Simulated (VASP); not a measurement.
# Nickel: the relaxed cell at several levels, part 4 of 4

Aim: relax Nickel at several levels and hold each cell against experiment. The start is a cell from a database of measured crystal structures.

VASP 6.6.1, plane waves and PAW; the level of theory is named at each step.

Still holding for the runs below: The magnetic order is the only one that the search above brought to convergence with its moments; longer or canted patterns were not tried. The k-mesh is coarse for a metal.

So far, final volume (Å³): step 6 (relaxation, level LDA) 10.0; step 7 (relaxation, level PBEsol) 10.4; step 8 (relaxation, level PBE) 10.9; step 9 (relaxation, level r2SCAN) 10.5.

**10. Relaxation with PBE + D3(BJ)**

This step: PBE with D3(BJ), spin-polarised from a ferromagnetic start (one magnetic atom a cell); plane waves and PAW (Ni) (VASP 6.6.1).

A dispersion term adds the long-range attraction that semilocal functionals lack. D3 with Becke-Johnson damping keeps a finite attraction at short range.

INCAR reads:

```
SYSTEM = Ni
PREC = Accurate
ENCUT = 520
EDIFF = 1E-06
NELM = 100
ISMEAR = -1
SIGMA = 0.05
LREAL = .FALSE.
ALGO = Normal
GGA = PE
IVDW = 12
NBANDS = 12
ISPIN = 2
MAGMOM = 0.58
LASPH = .TRUE.
LMAXMIX = 4
LORBIT = 11
LWAVE = .FALSE.
LCHARG = .FALSE.
KPAR = 4
IBRION = 2
NSW = 60
ISIF = 3
EDIFFG = -0.01
```

POSCAR reads:

```
Ni
1.0
    0.0000000000      1.7619350000      1.7619350000
    1.7619350000      0.0000000000      1.7619350000
    1.7619350000      1.7619350000      0.0000000000
Ni
1
Direct
    0.0000000000      0.0000000000      0.0000000000
```

KPOINTS reads:

```
Automatic mesh
0
Gamma
11 11 11
0 0 0
```

PAW data sets: Ni (PBE family, release 64).

On the command line:

```sh
> mpirun -np 4 vasp_std
```

Output:

```text
[... set-up lines as in an earlier step ...]
 entering main loop
       N       E                     dE             d eps       ncg     rms          rms(c)
[... 12 cycles as in an earlier step ...]
   1 F= -.59382028E+01 E0= -.59310445E+01  d E =-.593820E+01  mag=     0.5767
[...]
N       E                     dE             d eps       ncg     rms          rms(c)
DAV:   1    -0.657964645251E+01   -0.11017E+01   -0.15243E+01  3356   0.534E+01    0.914E+00
DAV:   2    -0.574461062236E+01    0.83504E+00   -0.13357E+01  3380   0.485E+01    0.430E+00
DAV:   3    -0.546511861979E+01    0.27949E+00   -0.19284E+00  3372   0.177E+01    0.143E+00
DAV:   4    -0.544333808563E+01    0.21781E-01   -0.18228E-02  3324   0.920E-01    0.739E-01
DAV:   5    -0.543833790774E+01    0.50002E-02   -0.68327E-03  3720   0.513E-01    0.296E-01
DAV:   6    -0.543842287724E+01   -0.84969E-04   -0.50144E-04  3196   0.215E-01    0.102E-01
DAV:   7    -0.543840509494E+01    0.17782E-04   -0.31064E-05  3696   0.636E-02    0.176E-02
DAV:   8    -0.543840276866E+01    0.23263E-05   -0.61217E-07  2576   0.752E-03    0.379E-03
DAV:   9    -0.543840248206E+01    0.28660E-06   -0.66463E-08  1456   0.209E-03
   2 F= -.59385031E+01 E0= -.59322777E+01  d E =-.300318E-03  mag=     0.5703
 trial-energy change:   -0.000300  1 .order    0.001818   -0.044079    0.047714
 step:   0.5148(harm=  0.4802)  dis= 0.00000  next Energy=    -5.949837 (dE=-0.116E-01)
[...]
N       E                     dE             d eps       ncg     rms          rms(c)
DAV:   1    -0.574941056572E+01   -0.31101E+00   -0.37780E+00  3396   0.283E+01    0.450E+00
DAV:   2    -0.556539412957E+01    0.18402E+00   -0.38871E+00  3388   0.232E+01    0.236E+00
DAV:   3    -0.547580884108E+01    0.89585E-01   -0.55992E-01  3344   0.992E+00    0.759E-01
DAV:   4    -0.547061003308E+01    0.51988E-02   -0.33233E-03  2952   0.494E-01    0.409E-01
DAV:   5    -0.546981511649E+01    0.79492E-03   -0.19748E-03  3640   0.276E-01    0.888E-02
DAV:   6    -0.546981088534E+01    0.42311E-05   -0.30344E-05  3136   0.655E-02    0.527E-02
DAV:   7    -0.546982272461E+01   -0.11839E-04   -0.37422E-06  3112   0.214E-02    0.104E-02
DAV:   8    -0.546982371460E+01   -0.98998E-06   -0.34611E-07  1584   0.699E-03
   3 F= -.59499776E+01 E0= -.59433044E+01  d E =-.117748E-01  mag=     0.5729
[...]
reached required accuracy - stopping structural energy minimisation
```

Elapsed: 21 s, on 4 MPI ranks of AMD EPYC 7R43, shared host; peak memory 0.46 GiB; 79 s of CPU time.

OUTCAR, selected parts (step 10):

```text
 Edisp (eV)   -0.50010

 Edisp (eV)   -0.48015

  Total       0.00054     0.00054     0.00054     0.00000     0.00000     0.00000
  in kB       0.08192     0.08192     0.08192     0.00000     0.00000     0.00000
  external pressure =        0.08 kB  Pullay stress =        0.00 kB

 POSITION                                       TOTAL-FORCE (eV/Angst)
 -----------------------------------------------------------------------------------
      0.00000      0.00000      0.00000         0.000000      0.000000     -0.000000
 -----------------------------------------------------------------------------------
    total drift:                               -0.000000     -0.000000     -0.000000

  FREE ENERGIE OF THE ION-ELECTRON SYSTEM (eV)
  ---------------------------------------------------
  free  energy   TOTEN  =        -5.9499776280 eV

  energy  without entropy=       -5.9366311382  energy(sigma->0) =       -5.94330438

 magnetization (x)
# of ion       s       p       d       tot
------------------------------------------
    1       -0.008  -0.027   0.617   0.582

[... 2 parts as in an earlier step ...]

[... 2 further parts left out ...]
[key lines of the parts left out:]
E-fermi :   9.8847
```

Dispersion corrections of this kind ignore metallic screening and tend to overbind metals.

Spin moment in the PAW sphere by atom:

```tsv
atom	spin moment in the PAW sphere (μB)
Ni1	0.582
```

It ends at 10.50 Å³/atom, -4.1 % from the start, with 0.01 GPa left. The conventional cell has a = 3.476 Å. The largest moment is 0.58 μB. Against plain PBE, the dispersion term moves a by -1.2 %.

**11. Relaxation with r2SCAN + rVV10**

This step: r2SCAN with rVV10, spin-polarised from a ferromagnetic start (one magnetic atom a cell); plane waves and PAW (Ni) (VASP 6.6.1).

LUSE_VDW switches on a nonlocal correlation term for dispersion.

INCAR, as its differences from that of step 10:

```diff
@@ -9,4 +9,8 @@
 ALGO = Normal
-GGA = PE
-IVDW = 12
+METAGGA = R2SCAN
+LUSE_VDW = .TRUE.
+IVDW_NL = 2
+BPARAM = 11.95
+CPARAM = 0.0093
+LASPH = .TRUE.
 NBANDS = 12
@@ -14,3 +18,2 @@
 MAGMOM = 0.58
-LASPH = .TRUE.
 LMAXMIX = 4
```

POSCAR is that of step 10.

KPOINTS is that of step 10.

On the command line:

```sh
> mpirun -np 4 vasp_std
```

Output:

```text
[banner, memory and clock lines left out]
running    4 mpi-ranks, on    1 nodes
[...]
|                                                                             |
|               ----> ADVICE to this user running VASP <----                  |
|                                                                             |
|     You have switched on vdW-DFT.                                           |
|     This routine was written and supplied by Jiri Klimes. We recommend      |
|     that you carefully read and cite the following publications:            |
|       J. Klimes, D.R. Bowler, A. Michelides                                 |
|          J. Phys.: Cond Matt. 22 022201 (2010)                              |
|       J. Klimes, D.R. Bowler, A. Michelides                                 |
|          Phys. Rev. B. 83, 195131 (2011)                                    |
|     and references therein.                                                 |
|                                                                             |

[...]
DAV:  15    -0.116841426699E+02   -0.38921E-05   -0.98068E-07  1588   0.964E-03    0.407E-03
Total rVV10 correction in eV:      0.2456584    11.2174095
Total rVV10 correction in eV:      0.2456584    11.2174095
Total rVV10 correction in eV:      0.2456584    11.2174095
Total rVV10 correction in eV:      0.2456584    11.2174095
DAV:  16    -0.116841431194E+02   -0.44957E-06   -0.48349E-07  1484   0.902E-03
Total rVV10 correction in eV:      0.2456507    11.2174095
Total rVV10 correction in eV:      0.2456507    11.2174095
Total rVV10 correction in eV:      0.2456507    11.2174095
Total rVV10 correction in eV:      0.2456507    11.2174095
Total rVV10 correction in eV:      0.2456561    11.2174095
Total rVV10 correction in eV:      0.2456561    11.2174095
Total rVV10 correction in eV:      0.2456561    11.2174095
Total rVV10 correction in eV:      0.2456561    11.2174095
   1 F= -.11684143E+02 E0= -.11677634E+02  d E =-.116841E+02  mag=     0.7601
[... from here on, the cycles between the ionic steps are left out ...]
   2 F= -.11687218E+02 E0= -.11681310E+02  d E =-.307514E-02  mag=     0.6133
   3 F= -.11699577E+02 E0= -.11692929E+02  d E =-.154340E-01  mag=     0.6373
   4 F= -.11699583E+02 E0= -.11692956E+02  d E =-.154399E-01  mag=     0.6362
[...]
reached required accuracy - stopping structural energy minimisation
```

It took 2.5 min on 4 MPI ranks; peak memory 0.68 GiB; 9.8 min of CPU time.

Parts of OUTCAR (step 11):

```text
  Total       -0.0067016     -0.0067016     -0.0067016      0.0000000      0.0000000     -0.0000000
  in kB       -1.0316396     -1.0316396     -1.0316396      0.0000000      0.0000000     -0.0000000
  external PRESSURE =      -1.0316396 kB  Pullay stress =       0.0000000 kB

 POSITION                                       TOTAL-FORCE (eV/Angst)
 -----------------------------------------------------------------------------------
      0.00000      0.00000      0.00000        -0.000000     -0.000000     -0.000000
 -----------------------------------------------------------------------------------
    total drift:                               -0.000000     -0.000000     -0.000000

  FREE ENERGIE OF THE ION-ELECTRON SYSTEM (eV)
  ---------------------------------------------------
  free  energy   TOTEN  =       -11.6995829803 eV

  energy  without entropy=      -11.6863291322  energy(sigma->0) =      -11.69295606

 magnetization (x)
# of ion       s       p       d       tot
------------------------------------------
    1       -0.013  -0.045   0.712   0.654

[... 2 parts as in an earlier step ...]

[... 2 further parts left out ...]
[key lines of the parts left out:]
E-fermi :   9.9319
```

Spin moment in the PAW sphere by atom:

```tsv
atom	spin moment in the PAW sphere (μB)
Ni1	0.654
```

It ends at 10.41 Å³/atom, -4.9 % from the start, with -0.10 GPa left. The conventional cell has a = 3.466 Å. The largest moment is 0.65 μB. Against plain r2SCAN, the dispersion term moves a by -0.3 %.

**12. Relaxation with optB88-vdW**

This step: optB88-vdW, spin-polarised from a ferromagnetic start (one magnetic atom a cell); plane waves and PAW (Ni) (VASP 6.6.1).

optB88-vdW pairs nonlocal correlation with a B88-type exchange refitted to the binding of molecular dimers.

INCAR, as its differences from that of step 11:

```diff
@@ -9,7 +9,7 @@
 ALGO = Normal
-METAGGA = R2SCAN
+GGA = BO
+AGGAC = 0
 LUSE_VDW = .TRUE.
-IVDW_NL = 2
-BPARAM = 11.95
-CPARAM = 0.0093
+PARAM1 = 0.1833333333
+PARAM2 = 0.22
 LASPH = .TRUE.
```

POSCAR is that of step 11.

KPOINTS is that of step 11.

On the command line:

```sh
> mpirun -np 4 vasp_std
```

Output:

```text
[banner, memory and clock lines left out]
running    4 mpi-ranks, on    1 nodes
[...]
[... a notice as in an earlier step ...]

 [... a notice as in an earlier step ...]

 LDA part: xc-table for (Slater+PW92), standard interpolation
 POSCAR, INCAR and KPOINTS ok, starting setup
[...]
entering main loop
       N       E                     dE             d eps       ncg     rms          rms(c)
DAV:   1     0.341287876481E+02    0.34129E+02   -0.45120E+03  2764   0.107E+03
DAV:   2    -0.229254946874E+01   -0.36421E+02   -0.34112E+02  2844   0.171E+02
DAV:   3    -0.353097847223E+01   -0.12384E+01   -0.12246E+01  3120   0.351E+01
DAV:   4    -0.354077594874E+01   -0.97975E-02   -0.97945E-02  3068   0.284E+00
[...]
DAV:  11    -0.266934795686E+01   -0.68451E-05   -0.69887E-06  3008   0.302E-02    0.320E-02
DAV:  12    -0.266935001952E+01   -0.20627E-05   -0.19567E-06  3012   0.129E-02    0.484E-03
DAV:  13    -0.266935039562E+01   -0.37610E-06   -0.21184E-07  1556   0.399E-03
[...]
DAV:   8    -0.266952890961E+01   -0.89790E-08   -0.57946E-08  1464   0.248E-03
   2 F= -.26695289E+01 E0= -.26627883E+01  d E =-.178514E-03  mag=     0.5690
 trial-energy change:   -0.000179  1 .order   -0.000095   -0.003925    0.003735
 step:   0.5287(harm=  0.5124)  dis= 0.00000  next Energy=    -2.670400 (dE=-0.105E-02)
[...]
N       E                     dE             d eps       ncg     rms          rms(c)
DAV:   1    -0.269365985973E+01   -0.24131E-01   -0.31246E-01  3416   0.797E+00    0.128E+00
DAV:   2    -0.267855310197E+01    0.15107E-01   -0.32350E-01  3404   0.686E+00    0.689E-01
DAV:   3    -0.267094940370E+01    0.76037E-02   -0.49602E-02  3364   0.289E+00    0.206E-01
DAV:   4    -0.267046552425E+01    0.48388E-03   -0.33421E-04  3040   0.125E-01    0.114E-01
DAV:   5    -0.267040211377E+01    0.63410E-04   -0.14394E-04  3632   0.679E-02    0.204E-02
DAV:   6    -0.267040409015E+01   -0.19764E-05   -0.82907E-07  2244   0.877E-03    0.114E-02
DAV:   7    -0.267040572099E+01   -0.16308E-05   -0.64727E-07  1444   0.123E-02    0.158E-03
DAV:   8    -0.267040578090E+01   -0.59904E-07   -0.25009E-08  1388   0.151E-03
   3 F= -.26704058E+01 E0= -.26635348E+01  d E =-.105539E-02  mag=     0.5695
[...]
reached required accuracy - stopping structural energy minimisation
```

Elapsed: 43 s, on 4 MPI ranks; peak memory 0.84 GiB; 2.8 min of CPU time.

OUTCAR, selected parts (step 12):

```text
  Total        0.0011777      0.0011777      0.0011777     -0.0000000     -0.0000000     -0.0000000
  in kB        0.1746732      0.1746732      0.1746732     -0.0000000     -0.0000000     -0.0000000
  external PRESSURE =       0.1746732 kB  Pullay stress =       0.0000000 kB

 POSITION                                       TOTAL-FORCE (eV/Angst)
 -----------------------------------------------------------------------------------
      0.00000      0.00000      0.00000        -0.000000     -0.000000      0.000000
 -----------------------------------------------------------------------------------
    total drift:                               -0.000000     -0.000000     -0.000000

  FREE ENERGIE OF THE ION-ELECTRON SYSTEM (eV)
  ---------------------------------------------------
  free  energy   TOTEN  =        -2.6704057809 eV

  energy  without entropy=       -2.6566637796  energy(sigma->0) =       -2.66353478

 magnetization (x)
# of ion       s       p       d       tot
------------------------------------------
    1       -0.007  -0.024   0.609   0.578

[... 2 parts as in an earlier step ...]

[... 2 further parts left out ...]
[key lines of the parts left out:]
E-fermi :   9.2726
```

It ends at 10.80 Å³/atom, -1.3 % from the start, with 0.02 GPa left. The conventional cell has a = 3.509 Å. The largest moment is 0.58 μB.

**13. Relaxation with SCAN**

This step: SCAN, spin-polarised from a ferromagnetic start (one magnetic atom a cell); plane waves and PAW (Ni) (VASP 6.6.1).

SCAN adds the kinetic-energy density; it is numerically more delicate than r2SCAN.

INCAR, as its differences from that of step 12:

```diff
@@ -9,7 +9,3 @@
 ALGO = Normal
-GGA = BO
-AGGAC = 0
-LUSE_VDW = .TRUE.
-PARAM1 = 0.1833333333
-PARAM2 = 0.22
+METAGGA = SCAN
 LASPH = .TRUE.
```

POSCAR is that of step 12.

KPOINTS is that of step 12.

On the command line:

```sh
> mpirun -np 4 vasp_std
```

Output:

```text
[... set-up lines as in an earlier step ...]
 entering main loop
       N       E                     dE             d eps       ncg     rms          rms(c)
DAV:   1     0.204086967692E+02    0.20409E+02   -0.46215E+03  2748   0.109E+03
DAV:   2    -0.171908476092E+02   -0.37600E+02   -0.35173E+02  2848   0.176E+02
DAV:   3    -0.185139007135E+02   -0.13231E+01   -0.13098E+01  3100   0.371E+01
DAV:   4    -0.185247428994E+02   -0.10842E-01   -0.10839E-01  3084   0.306E+00
[...]
DAV:  15    -0.160966129752E+02   -0.82148E-04   -0.11253E-05  3236   0.351E-02    0.438E-03
DAV:  16    -0.160966146232E+02   -0.16480E-05   -0.11834E-06  2204   0.126E-02    0.180E-03
DAV:  17    -0.160966140438E+02    0.57938E-06   -0.76917E-08  1540   0.329E-03
   1 F= -.16096614E+02 E0= -.16090599E+02  d E =-.160966E+02  mag=     0.8036
[...]
2 F= -.16102719E+02 E0= -.16096598E+02  d E =-.610496E-02  mag=     0.6267
[...]
3 F= -.16108117E+02 E0= -.16101461E+02  d E =-.115025E-01  mag=     0.6945
[...]
4 F= -.16107888E+02 E0= -.16101306E+02  d E =-.112742E-01  mag=     0.6551
[...]
5 F= -.16107639E+02 E0= -.16101126E+02  d E =-.110253E-01  mag=     0.6483
[...]
reached required accuracy - stopping structural energy minimisation
```

The job ended after 3.3 min (4 MPI ranks; peak memory 0.46 GiB).

OUTCAR, selected parts (step 13):

```text
  Total        0.0052776      0.0052776      0.0052776      0.0000000      0.0000000     -0.0000000
  in kB        0.8227576      0.8227576      0.8227576      0.0000000      0.0000000     -0.0000000
  external PRESSURE =       0.8227576 kB  Pullay stress =       0.0000000 kB

 POSITION                                       TOTAL-FORCE (eV/Angst)
 -----------------------------------------------------------------------------------
      0.00000      0.00000     -0.00000        -0.000000      0.000000     -0.000000
 -----------------------------------------------------------------------------------
    total drift:                               -0.000000     -0.000000     -0.000000

  FREE ENERGIE OF THE ION-ELECTRON SYSTEM (eV)
  ---------------------------------------------------
  free  energy   TOTEN  =       -16.1076393398 eV

  energy  without entropy=      -16.0946116833  energy(sigma->0) =      -16.10112551

 magnetization (x)
# of ion       s       p       d       tot
------------------------------------------
    1       -0.012  -0.047   0.728   0.669

[... 2 parts as in an earlier step ...]

[... 2 further parts left out ...]
[key lines of the parts left out:]
E-fermi :  10.0476
```

Spin moment in the PAW sphere by atom:

```tsv
atom	spin moment in the PAW sphere (μB)
Ni1	0.669
```

It ends at 10.28 Å³/atom, -6.1 % from the start, with 0.08 GPa left. The conventional cell has a = 3.451 Å. The largest moment is 0.67 μB.

**14. The cells as a table**

This step: relaxed cells at several levels; plane waves and PAW (VASP 6.6.1).

Derived from the runs above.

Lengths are those of the conventional cell; cost is the wall time of each run, as given at its step, times its ranks, without the set-up around it. Results by level, by row:

```tsv
level	volume (Å³/atom)	change from the start (%)	a (Å)	largest site moment (μB)	cost (core minutes)
LDA	10.04	-8.2	3.425	0.568	2
PBEsol	10.37	-5.2	3.461	0.579	2.07
PBE	10.87	-0.7	3.516	0.589	1.87
r2SCAN	10.5	-4	3.476	0.659	11.5
PBE + D3(BJ)	10.5	-4.1	3.476	0.582	1.4
r2SCAN + rVV10	10.41	-4.9	3.466	0.654	9.87
optB88-vdW	10.8	-1.3	3.509	0.578	2.87
SCAN	10.28	-6.1	3.451	0.669	13
```

**15. What came out**

```json
{
  "volume, LDA": "10.04 Å³/atom",
  "volume, PBEsol": "10.37 Å³/atom",
  "volume, PBE": "10.87 Å³/atom",
  "volume, r2SCAN": "10.50 Å³/atom",
  "volume, PBE + D3(BJ)": "10.50 Å³/atom",
  "volume, r2SCAN + rVV10": "10.41 Å³/atom",
  "volume, optB88-vdW": "10.80 Å³/atom",
  "volume, SCAN": "10.28 Å³/atom"
}
```

What this shows: For Nickel the levels give volumes between 10.04 Å³/atom (LDA) and 10.87 Å³/atom (PBE), a spread of 8.2 %, while the cost of the finished runs spans a factor of 9.3. Of 3 collinear starts at LDA, only one kept its moments, ending ferromagnetic. Within 1 % of experiment on every length: PBE and optB88-vdW. The nearest, PBE, is among the cheap ones. Thermal and zero-point expansion, often some tenths of a per cent in length, bear on this order: with the measured lengths lowered by an assumed 0.4 % the nearest becomes optB88-vdW. The costs hold the number of ionic steps as well as the price of the functional. SCAN-type functionals tend to overstate the moments of itinerant magnets. The closing table has room for seven levels; SCAN stands in the table of levels alone. Adding D3(BJ) to PBE changes the volume by -3.4 % (a by -1.2 %). Adding rVV10 to r2SCAN changes the volume by -0.9 % (a by -0.3 %). Pairwise corrections of the D and TS kind ignore the screening in a metal, so they may overbind here. Within 0.02 Å all end in space group Fm-3m; the runs can't lower the symmetry of the start. The k-sampling is coarse for a metal, so the Fermi level, moments, pressures and the shape of the cell carry errors. Only a few collinear orders were tried, on the cell as listed. Each is a single relaxation on the plane waves of the start cell, so larger changes of volume carry a basis-set error that was not tested here.

Calculation against experiment:

```
              quantity  measured             LDA          PBEsol             PBE          r2SCAN    PBE + D3(BJ)  r2SCAN + rVV10      optB88-vdW
lattice constant a (Å)     3.524  3.425 (-2.8 %)  3.461 (-1.8 %)  3.516 (-0.2 %)  3.476 (-1.4 %)  3.476 (-1.4 %)  3.466 (-1.7 %)  3.509 (-0.4 %)
```

Measured values from arxiv:2311.10326 (2023).

How well it matches: For the lattice constant a, of the levels listed nearest comes PBE (-0.2 %, good agreement) and farthest LDA (-2.8 %, a clear miss). The grades are ours: good and fair within 0.7 and 1.5 % for the lattice constant a. For lattice constants the calculation has a static lattice, without zero-point motion or thermal expansion (measured at up to 300 K).

[Lines on the potential files, build, host, timing and source positions are cut from VASP's logs without a mark.]

[Logs are printed without paths, hosts, clocks, repeated set-up lines and the standing remarks that a program may print on its own settings, such as how far it seeks lower states.]

[Hosts, paths, dates, database ids (printed as entryN), source tags and the programs' standing remarks are cut or masked in the printed files.]

[A measured line is paired with the nearest computed mode of its activity, which favours agreement.]
